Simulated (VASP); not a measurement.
All values below come from LDA (Ceperley-Alder, Perdew-Zunger), VASP's LDA PAW potentials (set 64) (plane waves; VASP).

Input for VASP

**INCAR**
```
# general
SYSTEM=NaCl
PREC  =Accurate
ENCUT =520
LREAL =.False.
LASPH =.True.

# electronic loop
EDIFF =1E-6
NELM  =100
ALGO  =Normal

# smearing
ISMEAR=0
SIGMA =0.05

# ions
IBRION=2
NSW   =60
ISIF  =3
EDIFFG=-0.01

# output
LWAVE =.False.
LCHARG=.False.
```

File POSCAR:
```
NaCl
1
    0.0000000000     2.7325309910     2.7325309910
    2.7325309910     0.0000000000     2.7325309910
    2.7325309910     2.7325309910    -0.0000000000
Na Cl
1 1
Direct
  0.0000000000   0.0000000000   0.0000000000
  0.5000000000   0.5000000000   0.5000000000
```

File KPOINTS:
```
Automatic mesh
0
Gamma
8 8 8
0 0 0
```

POTCAR, in this order: Na_pv Cl (LDA.64 set). Program: vasp_std.

Output

File OSZICAR:
```
       N       E                     dE             d eps       ncg     rms          rms(c)
DAV:   1     0.921102296120E+02    0.92110E+02   -0.76212E+03   638   0.131E+03
DAV:   2    -0.613778012984E+00   -0.92724E+02   -0.86513E+02   753   0.276E+02
DAV:   3    -0.744914882939E+01   -0.68354E+01   -0.67959E+01   755   0.758E+01
DAV:   4    -0.757316316689E+01   -0.12401E+00   -0.12393E+00   730   0.111E+01
DAV:   5    -0.757585686992E+01   -0.26937E-02   -0.26936E-02   856   0.165E+00    0.209E+00
DAV:   6    -0.741053261349E+01    0.16532E+00   -0.30765E-01   731   0.426E+00    0.156E+00
DAV:   7    -0.739088917666E+01    0.19643E-01   -0.58803E-02   864   0.178E+00    0.975E-01
DAV:   8    -0.738926527217E+01    0.16239E-02   -0.41794E-03   731   0.772E-01    0.232E-01
DAV:   9    -0.738919925365E+01    0.66019E-04   -0.17678E-04   743   0.131E-01    0.972E-02
DAV:  10    -0.738920670074E+01   -0.74471E-05   -0.43750E-05   805   0.809E-02    0.103E-02
DAV:  11    -0.738920665485E+01    0.45885E-07   -0.16085E-06   601   0.189E-02
   1 F= -.73892067E+01 E0= -.73892067E+01  d E =-.738921E+01
```

### OUTCAR
```
------------------------ aborting loop because EDIFF is reached ----------------------------------------
  FORCE on cell =-STRESS in cart. coord.  units (eV):
  Direction    XX          YY          ZZ          XY          YZ          ZX
  --------------------------------------------------------------------------------------
  Total        0.0015141      0.0015141      0.0015141     -0.0000000     -0.0000000      0.0000000
  in kB        0.0594500      0.0594500      0.0594500     -0.0000000     -0.0000000      0.0000000
  external PRESSURE =       0.0594500 kB  Pullay stress =       0.0000000 kB
  volume of cell :       40.81
      direct lattice vectors                 reciprocal lattice vectors
     0.000000000  2.732530991  2.732530991    -0.182980541  0.182980541  0.182980541
     2.732530991  0.000000000  2.732530991     0.182980541 -0.182980541  0.182980541
     2.732530991  2.732530991  0.000000000     0.182980541  0.182980541 -0.182980541
  FREE ENERGIE OF THE ION-ELECTRON SYSTEM (eV)
  ---------------------------------------------------
  free  energy   TOTEN  =        -7.3892066549 eV

  energy  without entropy=       -7.3892066549  energy(sigma->0) =       -7.38920665

 reached required accuracy - stopping structural energy minimisation
```
(Selected blocks of OUTCAR.)

The compound is NaCl in the rock salt structure. It was relaxed first, which changed the volume by -9 %. The start is the result of an earlier pass.
